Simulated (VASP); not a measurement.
```yaml
crystal:
  lattice:
    - [0.00000, 3.30269, 3.30269]
    - [3.30269, 0.00000, 3.30269]
    - [3.30269, 3.30269, 0.00000]
  atoms:
    - { symbol: Hg, position: [0.00000, 0.00000, 0.00000] }
    - { symbol: Te, position: [0.25000, 0.25000, 0.25000] }
```

Method: r2SCAN+rVV10, VASP's PBE PAW potentials (set 64) (plane waves; VASP). Settings: 520 eV cut-off, 10×10×10 Γ-centred mesh, first-order Methfessel-Paxton smearing of 0.10 eV, potentials Hg Te.

Unless said otherwise, spin-orbit coupling is left out, though it shifts the bands of the heavy elements here.

Task: What does the run give for the energy per atom (σ→0), pressure, band gap (on the k-mesh) with the smallest direct gap where there is one?

Result: 
```
Quantity                                                     Value
------------------------  ----------------------------------------
band gap (on the k-mesh)  none (metal, semimetal or under 0.01 eV)
energy per atom (σ→0)                              -37.310 eV/atom
pressure                                                 -1.19 GPa
```

The compound is HgTe in the zinc blende structure. This cell is one point of a volume scan, at 1.03 of the reference volume.
